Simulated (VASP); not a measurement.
The input files of a VASP run:

### POSCAR
```
PbI2
1
    2.3344859767    -4.0434484910    -0.0000000000
    2.3344859767     4.0434484910     0.0000000000
    0.0000000000     0.0000000000     7.5604312717
Pb I
1 2
Direct
  0.0000000000   0.0000000000   0.0000000000
  0.3333330000   0.6666670000   0.2456995971
  0.6666670000   0.3333330000   0.7543004029
```

INCAR:
```
SYSTEM  =  PbI2
PREC  =  Accurate; ENCUT  =  520; LREAL  =  .False.
LASPH  =  .True.
EDIFF  =  1E-6; NELM  =  100; ALGO  =  Normal
LMAXMIX  =  4
ISMEAR  =  0; SIGMA  =  0.05
GGA  =  PE
IBRION  =  2; NSW  =  60; ISIF  =  3
EDIFFG  =  -0.02
LWAVE  =  .False.; LCHARG  =  .False.
```

**KPOINTS**
```
Automatic mesh
0
G
 5 5 3
0 0 0
```

POTCAR, in this order: Pb_d I (PBE.64 set). Program: vasp_std.

### Question
Translate this PBE calculation to Ansatz.

### Answer
One equivalent input (not run):
Ansatz 0.2 input:
```yaml
crystal:
  lattice:
    - [2.3344860, -4.0434485, 0.0000000]
    - [2.3344860, 4.0434485, 0.0000000]
    - [0.0000000, 0.0000000, 7.5604313]
  atoms:
    - { symbol: Pb, position: [0.0000000, 0.0000000, 0.0000000] }
    - { symbol: I, position: [0.3333330, 0.6666670, 0.2456996] }
    - { symbol: I, position: [0.6666670, 0.3333330, 0.7543004] }
kpoints:
  mp_grid: { grid: [5, 5, 3] }
hamiltonian:
  xc: pbe
  pseudopotentials: { kind: paw }
scf:
  occupations: { method: gaussian, width: 0.05 }
  max_iter: 100
relax:
  max_steps: 60
  f_tol: 0.02
  cell: {}
output: { forces: true, stress: true, eigenvalues: true }
```
The two are equivalent in intent, not identical: each code has its own PAW files, so the cut-off isn't converted (ENCUT is set for VASP's; basis.ecutwfc is left out, and Ansatz then takes the one that its files recommend); Ansatz stops its SCF on the density residual and VASP on the energy change (EDIFF).

The compound is PbI2 in the 1T layered structure. This run relaxes it. Symmetry was kept, so distortions that lower it aren't found. The start is the result of an earlier pass.
